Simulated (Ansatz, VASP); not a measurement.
# BN: VASP beside Ansatz

Wanted: the spread between two codes on one cell, functional and k mesh. The cell is taken from a series of runs on this material, whose earlier steps may have relaxed, scaled, displaced or heated it; both programs get it as it stands.

Main program and level: Ansatz 0.2.0; plane waves, with VASP 6.6.1 beside it; zone-centre phonons at LDA.

## 1. Starting point

The structure is cubic, space group F-43m (No. 216). The conventional cell has a = 3.580 Å, b = 3.580 Å, c = 3.580 Å, α = 90.00°, β = 90.00°, γ = 90.00°. Nearest to B lie 4 N at 1.55 Å. N has 4 B at 1.55 Å nearest. Farther neighbours and most contacts between anions are not listed.

Structure file:

```cif
data_structure
_symmetry_space_group_name_H-M 'F-43m'
_symmetry_Int_Tables_number 216
_cell_length_a 3.5799
_cell_length_b 3.5799
_cell_length_c 3.5799
_cell_angle_alpha 90.000
_cell_angle_beta 90.000
_cell_angle_gamma 90.000
_cell_volume 45.88
loop_
_atom_site_label
_atom_site_type_symbol
_atom_site_symmetry_multiplicity
_atom_site_Wyckoff_symbol
_atom_site_fract_x
_atom_site_fract_y
_atom_site_fract_z
_atom_site_occupancy
B1 B 4 a 0.00000 0.00000 0.00000 1
N1 N 4 d 0.25000 0.25000 0.75000 1
```

## 2. VASP: zone-centre phonons, LDA

Second derivatives magnify differences that forces hide, and they need a tight electronic threshold.

Lines of VASP's logs that name or quote its potential files are left out, and so is its time.

INCAR reads:

```
SYSTEM = BN
PREC = Accurate
ENCUT = 600
EDIFF = 1E-08
NELM = 120
ISMEAR = -1
SIGMA = 0.03
LREAL = .FALSE.
ALGO = Normal
GGA = CA
NELECT = 8.001147
NBANDS = 10
LORBIT = 11
LWAVE = .FALSE.
LCHARG = .FALSE.
ISIF = 2
IBRION = 8
LASPH = .TRUE.
GGA_COMPAT = .FALSE.
KPAR = 2
```

POSCAR reads:

```
BN
1.0
    0.0000000000      1.7899253151      1.7899253151
    1.7899253151      0.0000000000      1.7899253151
    1.7899253151      1.7899253151      0.0000000000
B N
1 1
Direct
    0.0000000000      0.0000000000      0.0000000000
    0.2500000000      0.2500000000      0.2500000000
```

KPOINTS reads:

```
Automatic mesh
0
Gamma
36 36 36
0 0 0
```

Potentials, in the order of the species: B and N (LDA family, release 64).

Started as:

```sh
> mpirun -np 2 vasp_std
```

Numbers of over 12 decimals in the logs are rounded to 6 here.

Output:

```text
[banner, memory and clock lines left out]
running    2 mpi-ranks, on    1 nodes
 distrk:  each k-point on    1 cores,    2 groups
 distr:  one band on    1 cores,    1 groups

 POSCAR found type information on POSCAR B N
 POSCAR found :  2 types and       2 ions
 LDA part: xc-table for (Slater(with rela. corr.)+CA(PZ))
 , standard interpolation
 POSCAR, INCAR and KPOINTS ok, starting setup
 FFT: planning ... GRIDC
 FFT: planning ... GRID_SOFT
 FFT: planning ... GRID
 WAVECAR not read
 entering main loop
       N       E                     dE             d eps       ncg     rms          rms(c)
DAV:   1     0.112389526641E+02    0.11239E+02   -0.55240E+03 25282   0.887E+02
DAV:   2    -0.200837574134E+02   -0.31323E+02   -0.30310E+02 29706   0.170E+02
DAV:   3    -0.205871983081E+02   -0.50344E+00   -0.50243E+00 29040   0.189E+01
DAV:   4    -0.205878318740E+02   -0.63357E-03   -0.63355E-03 27028   0.792E-01
DAV:   5    -0.205878324690E+02   -0.59500E-06   -0.59619E-06 28332   0.244E-02BRMIX: very serious problems
 the old and the new charge density differ
 old charge density:     8.00000 new    8.00115
BRMIX: very serious problems
 the old and the new charge density differ
 old charge density:     8.00000 new    8.00115
    0.665E+00
DAV:   6    -0.195541386470E+02    0.10337E+01   -0.33273E+00 25162   0.113E+01    0.316E+00
DAV:   7    -0.194349077467E+02    0.11923E+00   -0.10014E-01 27812   0.274E+00    0.179E+00
DAV:   8    -0.194024563371E+02    0.32451E-01   -0.50302E-02 28236   0.161E+00    0.189E-01
DAV:   9    -0.194023060812E+02    0.15026E-03   -0.86405E-04 27080   0.280E-01    0.817E-02
DAV:  10    -0.194022903340E+02    0.15747E-04   -0.43995E-05 28144   0.672E-02    0.138E-02
DAV:  11    -0.194022908070E+02   -0.47293E-06   -0.17760E-06 27474   0.968E-03    0.614E-03
DAV:  12    -0.194022907384E+02    0.68580E-07   -0.49754E-07 27484   0.445E-03    0.222E-04
DAV:  13    -0.194022907391E+02   -0.75988E-09   -0.78520E-09 15686   0.910E-04
   1 F= -.19402291E+02 E0= -.19402265E+02  d E =-.524100E-04
 Linear response reoptimize wavefunctions to high precision
DAV:   1    -0.194022907391E+02    0.32742E-10   -0.20370E-10 16952   0.174E-04
 Linear response DOF=           2
 Linear response progress:
  Degree of freedom:   1/  2
       N       E                     dE             d eps       ncg     rms          rms(c)
RMM:   1    -0.418557738665E-01   -0.41856E-01   -0.23991E-02327772   0.136E+00
RMM:   2    -0.364791014224E-01    0.53767E-02   -0.96260E-04195585   0.244E-01    0.149E-01
RMM:   3    -0.364102461684E-01    0.68855E-04   -0.13673E-04204676   0.790E-02    0.834E-02
RMM:   4    -0.366989752769E-01   -0.28873E-03   -0.16192E-04204369   0.898E-02    0.766E-03
RMM:   5    -0.366888196266E-01    0.10156E-04   -0.58698E-06209474   0.729E-03    0.111E-03
RMM:   6    -0.366861622297E-01    0.26574E-05   -0.37041E-07210380   0.520E-04    0.416E-04
RMM:   7    -0.366838596301E-01    0.23026E-05    0.53069E-08212773   0.389E-04    0.437E-05
RMM:   8    -0.366839416561E-01   -0.82026E-07   -0.87520E-10214805   0.282E-05    0.104E-05
RMM:   9    -0.366838882279E-01    0.53428E-07   -0.10178E-09218661   0.119E-05    0.851E-07
RMM:  10    -0.366838883569E-01   -0.12897E-09   -0.63420E-09145098   0.474E-06    0.344E-07
 first order change of Fermi-energy   0.64500E-05
 force on displaced ion       1 direction 1 : -25.733  -0.000  -0.000
 Linear response progress:
  Degree of freedom:   2/  2
       N       E                     dE             d eps       ncg     rms          rms(c)
RMM:   1    -0.230328812253E+00   -0.23033E+00    0.10064E-01259004   0.333E+00
RMM:   2    -0.224058037188E+00    0.62708E-02   -0.19994E-03195834   0.443E-01    0.232E-01
RMM:   3    -0.225039107553E+00   -0.98107E-03   -0.39802E-04190364   0.161E-01    0.125E-01
RMM:   4    -0.227084953919E+00   -0.20458E-02   -0.37732E-04184428   0.157E-01    0.232E-02
RMM:   5    -0.227144495066E+00   -0.59541E-04   -0.55846E-06211499   0.232E-02    0.879E-04
RMM:   6    -0.227152930952E+00   -0.84359E-05    0.10180E-07208717   0.115E-03    0.403E-04
RMM:   7    -0.227150982163E+00    0.19488E-05    0.93144E-08213818   0.375E-04    0.466E-05
RMM:   8    -0.227150788887E+00    0.19328E-06    0.57216E-08214182   0.267E-05    0.198E-05
RMM:   9    -0.227150726692E+00    0.62195E-07    0.55364E-08220196   0.225E-05    0.928E-07
RMM:  10    -0.227150726321E+00    0.37116E-09    0.59001E-08166043   0.902E-06    0.362E-07
 first order change of Fermi-energy   0.13681E-04
 force on displaced ion       2 direction 1 : -25.725   0.000   0.000
 Linear response finished
```

Parts of OUTCAR (step 2):

```text
NELECT = 8.001147

 ion  position               nearest neighbor table
   1  0.000  0.000  0.000-   2 1.55   2 1.55   2 1.55   2 1.55
   2  0.250  0.250  0.250-   1 1.55   1 1.55   1 1.55   1 1.55

  LATTYP: Found a face centered cubic cell.
 ALAT       =     3.5798506302

 Subroutine GETGRP returns: Found 24 space group operations
 (whereof 24 operations were pure point group operations)

The static configuration has the point symmetry T_d .

 Found   1240 irreducible k-points:

   k-points           NKPTS =   1240   k-points in BZ     NKDIM =   1240   number of bands    NBANDS=     10

   dimension x,y,z NGX =    20 NGY =   20 NGZ =   20
   dimension x,y,z NGXF=    40 NGYF=   40 NGZF=   40

   ENCUT  =  600.0 eV  44.10 Ry    6.64 a.u.   5.06  5.06  5.06*2*pi/ulx,y,z

 k-points in reciprocal lattice and weights: Automatic mesh
   0.00000000  0.00000000  0.00000000       0.000
   0.02777778  0.00000000  0.00000000       0.000
   0.05555556  0.00000000  0.00000000       0.000
   0.08333333  0.00000000  0.00000000       0.000
   0.11111111  0.00000000  0.00000000       0.000
   0.13888889  0.00000000  0.00000000       0.000
   0.16666667  0.00000000  0.00000000       0.000
   0.19444444  0.00000000  0.00000000       0.000
   0.22222222  0.00000000  0.00000000       0.000
[...]
-0.27777778  0.50000000  0.22222222       0.000
  -0.25000000  0.50000000  0.25000000       0.000

 average (electrostatic) potential at core
       1 -29.1644       2 -59.7666

  Total        0.0853451      0.0853451      0.0853451      0.0000000      0.0000000      0.0000000
  in kB       11.9221522     11.9221522     11.9221522      0.0000000      0.0000000      0.0000000
  external PRESSURE =      11.9221522 kB  Pullay stress =       0.0000000 kB

  energy-cutoff  :      600.00
  volume of cell :       11.47
      direct lattice vectors                 reciprocal lattice vectors
     0.000000000  1.789925315  1.789925315    -0.279341264  0.279341264  0.279341264
     1.789925315  0.000000000  1.789925315     0.279341264 -0.279341264  0.279341264
     1.789925315  1.789925315  0.000000000     0.279341264  0.279341264 -0.279341264

 POSITION                                       TOTAL-FORCE (eV/Angst)
 -----------------------------------------------------------------------------------
      0.00000      0.00000      0.00000        -0.000000     -0.000000     -0.000000
      0.89496      0.89496      0.89496         0.000000      0.000000      0.000000
 -----------------------------------------------------------------------------------
    total drift:                               -0.000000     -0.000000     -0.000000

 Eigenvectors and eigenvalues of the dynamical matrix
 ----------------------------------------------------

   1 f  =   32.105962 THz   201.727706 2PiTHz 1070.939603 cm-1   132.779528 meV
             X         Y         Z           dx          dy          dz
      0.000000  0.000000  0.000000    -0.751240    0.000000    0.000000
      0.894963  0.894963  0.894963     0.660029    0.000000    0.000000

   2 f  =   32.105962 THz   201.727706 2PiTHz 1070.939603 cm-1   132.779528 meV
             X         Y         Z           dx          dy          dz
      0.000000  0.000000  0.000000     0.000000    0.751240    0.000000
      0.894963  0.894963  0.894963     0.000000   -0.660029    0.000000

   3 f  =   32.105962 THz   201.727706 2PiTHz 1070.939603 cm-1   132.779528 meV
             X         Y         Z           dx          dy          dz
      0.000000  0.000000  0.000000     0.000000    0.000000    0.751240
      0.894963  0.894963  0.894963     0.000000    0.000000   -0.660029

   4 f/i=    0.002546 THz     0.015997 2PiTHz    0.084924 cm-1     0.010529 meV
             X         Y         Z           dx          dy          dz
      0.000000  0.000000  0.000000    -0.660029    0.000000    0.000000
      0.894963  0.894963  0.894963    -0.751240    0.000000    0.000000

   5 f/i=    0.002546 THz     0.015997 2PiTHz    0.084924 cm-1     0.010529 meV
             X         Y         Z           dx          dy          dz
      0.000000  0.000000  0.000000     0.000000   -0.660029    0.000000
      0.894963  0.894963  0.894963     0.000000   -0.751240    0.000000

   6 f/i=    0.002546 THz     0.015997 2PiTHz    0.084924 cm-1     0.010529 meV
             X         Y         Z           dx          dy          dz
      0.000000  0.000000  0.000000     0.000000    0.000000   -0.660029
      0.894963  0.894963  0.894963     0.000000    0.000000   -0.751240

 ELASTIC MODULI CONTR FROM IONIC RELAXATION (kBar)
 Direction    XX          YY          ZZ          XY          YZ          ZX
 --------------------------------------------------------------------------------
 XX          -0.0000      0.0000      0.0000      0.0000     -0.0000     -0.0000
 YY           0.0000     -0.0000      0.0000      0.0000      0.0000      0.0000
 ZZ           0.0000      0.0000     -0.0000     -0.0000      0.0000     -0.0000
 XY           0.0000      0.0000     -0.0000    -43.8128     -0.0000      0.0000
 YZ          -0.0000      0.0000      0.0000     -0.0000    -43.8128      0.0000
 ZX          -0.0000      0.0000     -0.0000      0.0000      0.0000    -43.8128
 --------------------------------------------------------------------------------
```

The cell is charged against a uniform background. Energies printed during the response cycles are not total energies of the cell.

## 3. Ansatz: zone-centre phonons, LDA

Ansatz runs on its PAW soft_1 files.

The same cell, functional (in two slightly different forms), mesh and smearing now go to Ansatz, which takes its cutoff from its data sets.

input.yaml reads:

```yaml
crystal:
  lattice:
    - [0.0, 1.7899253151, 1.7899253151]
    - [1.7899253151, 0.0, 1.7899253151]
    - [1.7899253151, 1.7899253151, 0.0]
  atoms:
    - { symbol: B, position: [0.0, 0.0, 0.0] }
    - { symbol: "N", position: [0.25, 0.25, 0.25] }
total_charge: -0.001147
kpoints:
  mp_grid: { grid: [36, 36, 36] }
hamiltonian:
  xc: lda
  pseudopotentials: { kind: paw, azcp: { folder: soft_1 }, xc_functional: pbe }
scf:
  occupations: { method: fermi_dirac, width: 0.03 }
output:
  eigenvalues: true
phonons:
  method: dfpt
```

Started as:

```sh
> ansatz run input.yaml --threads 8 --pin off --max-ram 16384MiB --backend cpu --events-out ev --progress --plain --runs-dir out
```

Output:

```text
zone centre: on kpoints.mp_grid the ground state, and the responses unless they are solved on pairs of k-points, stand on 3349 of the mesh's 46656 k-points, reduced under 8 symmetry operations, with k and −k counted as one. Each operation leaves every solved displacement unchanged or reverses it
Engine: ansatz 0.2.0, aarch64-unknown-linux-gnu
Pseudopotentials: kind: paw
Pseudopotential: B, paw, valence charge 3, recommended cutoff 420 eV (normal), soft_1/B.paw.azcp
Pseudopotential: N, paw, valence charge 5, recommended cutoff 420 eV (normal), soft_1/N.paw.azcp
Functional definition: SPW92
  exchange = slater_x
  correlation = pw_c
Crystal: 2 atoms, lattice volume = 11.469 Å³
Basis set: ecut = 420 eV, 229 PW (Γ), exchange–correlation on 36×36×36 points (8 copies of the dense FFT grid, shifted against one another)
Bands: 9, of which v1, the nominal top of the filled ones, is band 4 counted from 1 (3 counted from 0)
Symmetry: 24 space group operations
k-points: 3349 of 46656 (irreducible under 8 space group operations, time reversal used)
Non-local potential: B, projectors of the file, l = 0: 2, l = 1: 2, l = 2: 1
Non-local potential: N, projectors of the file, l = 0: 2, l = 1: 2, l = 2: 1
PAW form: soft (Blöchl's): semilocal exchange-correlation on the pseudo side does not see the compensation charge
PAW frozen core: B, regenerated for the run's functional, and the local potential with it (the file was generated under x = pbe(κ = 0.804, μ = 0.219515), c = pbe(β = 0.066725))
PAW frozen core: N, regenerated for the run's functional, and the local potential with it (the file was generated under x = pbe(κ = 0.804, μ = 0.219515), c = pbe(β = 0.066725))
PAW one-centre angular grid: B, 110 points (default); XC on 64 Gauss nodes
PAW one-centre angular grid: N, 110 points (default); XC on 64 Gauss nodes
Initial density: superposition of atomic densities (chi_scale 0.1, normalization cell, long waves kept (reshape's long-wave potential 0.00 eV rms))
Initial wavefunctions: pseudopotential atomic-orbital guess
Functional: x = slater, c = lda
SCF iter   1: F=—  HF=-527.229948 eV  |F-HF|=—  |Δ(HF+E_count)|=         —  Δρ=1.50e-1  dr2=2.04e0  ethr=3.10e-3  ⟨swp⟩=4.8  Hψ=183212  notcnv=0
preconditioner: auto → none  [metal: Δε(μ)=0.044 eV  Ē_g=22.291 eV  σ=0.030 eV  W_gap=0.32  n_scr=0 (ndim 8)  ℏωp=31.0 eV  f_vac=0.000  D(μ)=0.02/eV (n_scr^D=0)]
SCF iter   2: F=—  HF=-526.536919 eV  |F-HF|=—  |Δ(HF+E_count)|=   6.93e-1  Δρ=6.46e-2  dr2=2.66e-1  ethr=3.10e-3  ⟨swp⟩=2.1  Hψ=82621  notcnv=0  defer=3234
SCF iter   3: F=—  HF=-526.462767 eV  |F-HF|=—  |Δ(HF+E_count)|=   7.42e-2  Δρ=2.18e-2  dr2=3.32e-2  ethr=3.10e-3  ⟨swp⟩=3.0  Hψ=52712  notcnv=0  defer=3234
SCF iter   4: F=—  HF=-526.453062 eV  |F-HF|=—  |Δ(HF+E_count)|=   9.70e-3  Δρ=2.91e-3  dr2=3.26e-4  ethr=4.15e-4  ⟨swp⟩=3.0  Hψ=53778  notcnv=0  defer=3234
SCF iter   5: F=—  HF=-526.453044 eV  |F-HF|=—  |Δ(HF+E_count)|=   1.82e-5  Δρ=1.59e-4  dr2=1.25e-6  ethr=4.08e-6  ⟨swp⟩=2.0  Hψ=35933  notcnv=0  defer=3234
SCF iter   6: F=—  HF=-526.453044 eV  |F-HF|=—  |Δ(HF+E_count)|=   1.27e-7  Δρ=1.47e-5  dr2=5.29e-9  ethr=1.56e-8  ⟨swp⟩=2.3  Hψ=43317  notcnv=0  defer=3234
SCF iter   7: F=—  HF=-526.453044 eV  |F-HF|=—  |Δ(HF+E_count)|=  1.06e-10  Δρ=7.83e-7  dr2=3.05e-11  ethr=6.61e-11  ⟨swp⟩=2.0  Hψ=37809  notcnv=0  defer=3234
SCF iter   8: F=-526.453044 eV  HF=-526.453044 eV  |F-HF|=1.14e-13  |Δ(HF+E_count)|=  5.68e-12  Δρ=9.88e-8  dr2=3.81e-13  ethr=1.00e-12  ⟨swp⟩=9.4  Hψ=133524  notcnv=0
SCF 1 converged in 8 iterations: F = -526.453044 eV  dr2 = 3.81e-13
  greatest PAW one-centre occupation: 0.784 electrons in one spin orbital (limit 2), on the N atom at site 1 (counted from 0), in its partial waves of l = 0
DFPT response loops at Γ: preconditioner auto → Kerker (q_TF=auto, 2.569 Å⁻¹) (partly filled bands, converged f_vac=0.000); β = 1.00, the filter's whole step (`scf.mixing.beta` (0.50) is not read by the response loops under this deck's `scf.mixing.preconditioner`; to damp them name `kerker` or `kerker_dos`, under which they read `scf.mixing.beta`, and type it under 1.00, their step now; both keys bind the ground state too); Broyden in place of MSR1
SCF converged after 8 iterations
Free energy (F): -526.453044 eV
Harris-Foulkes:  -526.453044 eV  (|F-HF|=1.14e-13)
Internal energy: -526.452991 eV  (E = F + TS)
E sigma→0 (E₀):  -526.453017 eV
Entropy (-TS):   -0.000053 eV (-0.026 meV/atom)
Fermi energy:    15.853666 eV
--- Per-component energies (eV) ---
  E_band       = 27.342607
  E_kinetic    = 184.983737
  E_local      = -157.040472  (includes V_loc(G=0)·N_el)
  E_nonlocal   = 44.156501
  E_hartree    = 47.764529
  E_xc         = -92.808750
  E_vxc        = -115.225667  (∫ρ·V_xc dr)
  E_paw        = -191.731826  (= ΣΔE_a)
  E_vpaw       = -25.061470  (= ΣTr[D̂ρ^β])
  E_aug_tail   = 0.000921  (compensation charges beyond the density's cutoff)
  E_ewald      = -361.903510
  E_core_change = 0.125878  (= ΣΔE_core)
  E_smearing   = -0.000053  (= −TS)
  E_closure    = -0.000000  (closes the sum)
  E_deformation_potential = -0.024548  (in the stress; not in F)
  Σ components = -526.453044   (vs F -526.453044, Δ=0.00e0)
--- Band table (eV; the first three rows and the last of 3349) ---
  k-point 0: bands = ["-9.0241", "11.3885", "11.3885", "11.3885", "20.2165", "20.2165", "20.2165", "22.2768", "36.3709"]
  k-point 1: bands = ["-9.0047", "11.2764", "11.3659", "11.3659", "20.2497", "20.2497", "20.2530", "22.3359", "36.3329"]
  k-point 2: bands = ["-8.9467", "10.9582", "11.3018", "11.3018", "20.3468", "20.3468", "20.3508", "22.5115", "36.2234"]
  k-point 3348: bands = ["-2.8275", "3.7564", "4.1415", "4.6191", "20.9545", "24.9576", "25.8175", "26.5038", "30.8620"]
--- Phonons (Γ-DFPT): 2 representative perturbations + reference, on 3349 of 46656 k-points (Σ response iterations 6) ---
  k mesh reduced under 8 symmetry operations, with k and −k counted as one. Each operation leaves every solved displacement unchanged or reverses it
  ASR residual: 1.251e-5 → 0.000e0 eV/Å²; symmetrization residual: 8.786e-7 eV/Å²
  ASR residual per site (eV/Å²): 1.25e-5 8.81e-6
  Γ frequencies (cm⁻¹): 0.00 0.00 0.00 1066.33 1066.33 1066.33
  non-analytic LO–TO correction: not included (Born effective charges unavailable; polar crystals: no LO–TO splitting at Γ)
```

Reading the cycles: dr2 is the Hartree energy of the density residual (eV), the measure of convergence; HF is the Harris–Foulkes estimate of the energy, which meets the free energy F at convergence.

## 4. Differences

Known differences besides the potentials themselves: the two LDA forms differ slightly; the cutoff is 420 eV in Ansatz and 600 eV in VASP; VASP's log shows a relativistic correction to its local exchange, Ansatz's none. Total energies have different zeros and are not compared.

The two programs side by side:

| quantity | Ansatz | VASP | difference |
| --- | --- | --- | --- |
| optical mode 1 to 3 (cm⁻¹) | 1066.3 | 1070.9 | -0.43 % |

Modes are paired by rising frequency, not by their patterns, so a pair may set unlike modes beside each other; they are those without the splitting of longitudinal modes. The cell carries a charge of -0.001147 e against a uniform background, so its pressure also hangs on how the neutralising background is counted, and in a defect's cell a gap may be the spacing between its levels.

## 5. What came out

```
r.m.s. difference of the optical zone-centre modes, each program's sorted by frequency (zone-centre phonons, LDA) : 4.6 cm⁻¹
```

**Reading.** The r.m.s. difference of the optical zone-centre modes, each program's sorted by frequency is 4.6 cm⁻¹ (zone-centre phonons, LDA). Such differences can come from data sets, numerical settings and the points named under the comparisons, not from the functional's error against experiment.

[Lines on the potential files, build, host, timing and source positions are cut from VASP's logs without a mark.]

[Logs are printed without paths, hosts, clocks, repeated set-up lines and the standing remarks that a program may print on its own settings, such as how far it seeks lower states.]

[Hosts, paths, dates, database ids (printed as entryN), source tags and the programs' standing remarks are cut or masked in the printed files.]
